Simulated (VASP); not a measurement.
Output of a VASP run:

### OSZICAR
```
       N       E                     dE             d eps       ncg     rms          rms(c)
DAV:   1     0.126700373332E+04    0.12670E+04   -0.58222E+04  1080   0.134E+03
DAV:   2     0.131895709701E+03   -0.11351E+04   -0.10842E+04  1080   0.357E+02
DAV:   3    -0.612883207165E+02   -0.19318E+03   -0.18938E+03  1196   0.140E+02
DAV:   4    -0.724218578875E+02   -0.11134E+02   -0.11057E+02  1236   0.351E+01
DAV:   5    -0.726564758826E+02   -0.23462E+00   -0.23415E+00  1256   0.513E+00    0.206E+01
DAV:   6    -0.682172756978E+02    0.44392E+01   -0.87743E+00  1608   0.402E+01    0.158E+01
DAV:   7    -0.687527289152E+02   -0.53545E+00   -0.14825E+01  1248   0.921E+00    0.553E+00
DAV:   8    -0.683803110660E+02    0.37242E+00   -0.14606E+00  1376   0.681E+00    0.178E+00
DAV:   9    -0.683726002982E+02    0.77108E-02   -0.33126E-01  1376   0.348E+00    0.643E-01
DAV:  10    -0.683731533408E+02   -0.55304E-03   -0.15861E-02  1256   0.135E+00    0.454E-01
DAV:  11    -0.683735309846E+02   -0.37764E-03   -0.21662E-03  1248   0.227E-01    0.408E-01
DAV:  12    -0.683753265943E+02   -0.17956E-02   -0.36401E-03  1352   0.418E-01    0.225E-01
DAV:  13    -0.683746268432E+02    0.69975E-03   -0.22436E-03  1424   0.433E-01    0.101E-01
DAV:  14    -0.683746489217E+02   -0.22078E-04   -0.34182E-04  1216   0.726E-02    0.637E-02
DAV:  15    -0.683746508366E+02   -0.19150E-05   -0.13047E-05  1232   0.174E-02    0.610E-02
DAV:  16    -0.683746492789E+02    0.15577E-05   -0.31880E-07   672   0.447E-03    0.602E-02
DAV:  17    -0.683746733549E+02   -0.24076E-04   -0.28179E-05  1152   0.274E-02    0.762E-02
DAV:  18    -0.683746609290E+02    0.12426E-04   -0.11330E-05  1088   0.261E-02    0.644E-02
DAV:  19    -0.683746565572E+02    0.43718E-05   -0.76253E-06  1144   0.111E-02    0.476E-02
DAV:  20    -0.683746562476E+02    0.30954E-06   -0.29121E-07   632   0.204E-03
   1 F= -.68374656E+02 E0= -.68374656E+02  d E =-.454493E-13
```

### OUTCAR
```
------------------------ aborting loop because EDIFF is reached ----------------------------------------
  FORCE on cell =-STRESS in cart. coord.  units (eV):
  Direction    XX          YY          ZZ          XY          YZ          ZX
  --------------------------------------------------------------------------------------
  Total       -5.1500872     -5.1500870     -5.7290516      0.0000000      0.0000000      0.0000000
  in kB      -19.8476567    -19.8476563    -22.0788980      0.0000000      0.0000000      0.0000000
  external PRESSURE =     -20.5914037 kB  Pullay stress =       0.0000000 kB
  volume of cell :      415.73
      direct lattice vectors                 reciprocal lattice vectors
     3.886132000  0.000000000  0.000000000     0.257325279  0.148566820  0.000000000
    -1.943066000  3.365489000  0.000000000     0.000000000  0.297133641  0.000000000
     0.000000000  0.000000000 31.787048000     0.000000000  0.000000000  0.031459354
  FREE ENERGIE OF THE ION-ELECTRON SYSTEM (eV)
  ---------------------------------------------------
  free  energy   TOTEN  =       -68.3746562476 eV

  energy  without entropy=      -68.3746562476  energy(sigma->0) =      -68.37465625
```
(Selected blocks of OUTCAR.)

### POSCAR
```
ZnS
1
    3.8861320000     0.0000000000     0.0000000000
   -1.9430660000     3.3654890000     0.0000000000
    0.0000000000     0.0000000000    31.7870480000
Zn S
10 10
Direct
  0.6666670000   0.3333330000   0.2000000000
  0.3333330000   0.6666670000   0.7000000000
  0.0000000000   0.0000000000   0.8000000000
  0.0000000000   0.0000000000   0.3000000000
  0.6666670000   0.3333330000   0.9000000000
  0.3333330000   0.6666670000   0.4000000000
  0.3333330000   0.6666670000   0.1001000000
  0.6666670000   0.3333330000   0.6001000000
  0.0000000000   0.0000000000   0.0001000000
  0.0000000000   0.0000000000   0.5001000000
  0.6666670000   0.3333330000   0.2749000000
  0.3333330000   0.6666670000   0.7749000000
  0.0000000000   0.0000000000   0.0750000000
  0.0000000000   0.0000000000   0.5750000000
  0.6666670000   0.3333330000   0.6750000000
  0.3333330000   0.6666670000   0.1750000000
  0.0000000000   0.0000000000   0.8749000000
  0.0000000000   0.0000000000   0.3749000000
  0.3333330000   0.6666670000   0.4751000000
  0.6666670000   0.3333330000   0.9751000000
```

Q: Write an INCAR and KPOINTS that could have produced this output.

A: This is not unique; one that fits is the input of the run itself, PBE GGA, plane waves, VASP's PBE PAW potentials (set 64).

KPOINTS:
```
kpoints
0
G
 5 5 1
0 0 0
```

INCAR:
```
SYSTEM  =  ZnS
PREC  =  Accurate; ENCUT  =  300; LREAL  =  Auto
LASPH  =  T
EDIFF  =  1E-6; NELM  =  100; ALGO  =  Normal
LMAXMIX  =  4
ISMEAR  =  0; SIGMA  =  0.05
GGA  =  PE
ISIF  =  2
LWAVE  =  F; LCHARG  =  F
```

POTCAR, in this order: Zn S (PBE.64 set). Program: vasp_std.

At this cut-off the stress carries a Pulay error, which pulls relaxed volumes low.

The structure comes from a computed database's ZnS entry; how it stands against other phases isn't given here. The cell was not relaxed at this level.
